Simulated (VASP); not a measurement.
Here is the system:

```
Sb
1.0
    3.80507    -2.14140    -0.04216
    3.80507     2.14140    -0.04216
    2.63895     0.00000     3.47878
Sb
2
Direct
  0.23802   0.23802   0.23802
  0.76198   0.76198   0.76198
```

Computed with PBE GGA, VASP's PBE PAW potentials (set 64) (plane waves; VASP). Settings: 500 eV cut-off, 10×10×10 Γ-centred mesh, first-order Methfessel-Paxton smearing of 0.10 eV, potentials Sb.

Energy and stress use the plane-wave basis of the starting cell.

Question: The ions, cell shape and volume at an external pressure of 10.0 GPa are relaxed. Which structure does the run end with?

Answer: 
```
Sb
1.0
    3.62690    -2.10509    -0.07909
    3.62690     2.10509    -0.07909
    2.48055     0.00000     3.38214
Sb
2
Direct
  0.24960   0.24960   0.24960
  0.75040   0.75040   0.75040
```
Space group Pm-3m (221), at a tolerance of 0.03 Å.

Question: How do energy and volume change from the first to the last step?

Answer: The energy (σ→0) changes by +105.7 meV/atom and the volume by -8.2 %, in 13 ionic steps.

The compound is Sb in the a7 structure. This run relaxes it under an external pressure of 10 GPa. Symmetry was kept, so distortions that lower it aren't found.
